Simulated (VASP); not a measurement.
An input for Quantum ESPRESSO's pw.x (written as the equivalent of a VASP run, and not itself run):

```
&CONTROL
  calculation = 'vc-relax'
  pseudo_dir = './pseudo'
  outdir = './out'
  tprnfor = .true.
  tstress = .true.
  nstep = 40
  forc_conv_thr = 0.00078
/
&SYSTEM
  ibrav = 0
  nat = 2
  ntyp = 2
  ecutwfc = 86
  occupations = 'smearing'
  smearing = 'gaussian'
  degauss = 0.003675
  input_dft = 'pz'
/
&ELECTRONS
  conv_thr = 7.3e-08
  electron_maxstep = 100
/
&IONS
/
&CELL
/
ATOMIC_SPECIES
  Ag 107.868 Ag.upf
  Cl 35.450 Cl.upf
CELL_PARAMETERS angstrom
     0.0000000    2.6781007    2.6781007
     2.6781007    0.0000000    2.6781007
     2.6781007    2.6781007    0.0000000
ATOMIC_POSITIONS crystal
  Ag   0.0000000  0.0000000  0.0000000
  Cl   0.5000000  0.5000000  0.5000000
K_POINTS automatic
  9 9 9 0 0 0
```

Question: Translate this input to VASP (INCAR, KPOINTS, POSCAR, choice of POTCAR).

Answer: One answer among several that fit: 
**KPOINTS**
```
Automatic mesh
0
Gamma
9 9 9
0 0 0
```

### INCAR
```
LMAXMIX  =  4   ! l cut-off of mixed one-centre charges
SIGMA  =  0.05   ! width (eV)
SYSTEM  =  AgCl
PREC  =  Accurate
IBRION  =  2
NSW  =  40   ! most ionic steps
LREAL  =  .False.   ! projection in real space or not
EDIFF  =  1E-6   ! SCF stop (eV)
LCHARG  =  .False.
EDIFFG  =  -0.02   ! ionic stop
LWAVE  =  .False.
ENCUT  =  500
NELM  =  100   ! most electronic steps
ALGO  =  Normal
LASPH  =  .True.   ! aspherical one-centre terms
ISMEAR  =  0
ISIF  =  3   ! ions, shape and volume
```

### POSCAR
```
AgCl
1
    0.0000000000     2.6781006850     2.6781006850
    2.6781006850     0.0000000000     2.6781006850
    2.6781006850     2.6781006850     0.0000000000
Ag Cl
1 1
Direct
  0.0000000000   0.0000000000   0.0000000000
  0.5000000000   0.5000000000   0.5000000000
```

POTCAR, in this order: Ag Cl (LDA.64 set). Program: vasp_std.

Limits of the translation: the potentials are each code's own (VASP's PAW set, PseudoDojo norm-conserving files in pw.x), so ENCUT and ecutwfc are chosen apart and not converted; conv_thr bounds pw.x's estimated SCF error, while EDIFF bounds the energy change between steps; forc_conv_thr acts on force components and is met together with etot_conv_thr.

The compound is AgCl in the rock salt structure. It was relaxed first, which changed the volume by -10 %.
